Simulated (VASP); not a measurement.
Level of theory: SCAN meta-GGA, VASP's PBE PAW potentials (set 64) (plane waves; VASP 6.6.1). For the first row: Settings: 520 eV cut-off, 10×10×10 Γ-centred mesh, Gaussian smearing of 0.050 eV, potentials Ga_d N.

```json
[
 {"system": "GaN (zinc blende)", "energy (eV/atom)": "-13.4421"},
 {"system": "Ga atom", "energy (eV/atom)": "-13.3947"},
 {"system": "N atom", "energy (eV/atom)": "-4.6240"}
]
```

Atoms are spin-polarised in a large box without symmetry, with the spin fixed by Hund's rule, and may not be in the lowest state of each functional; no zero-point energy is added.

Problem. What is the cohesive energy per atom of GaN?

Solution. The references average (1×(-13.3947) + 1×(-4.6240))/2 = -9.0093 eV, so the cohesive energy is -9.0093 − (-13.4421) = 4.433 eV/atom.
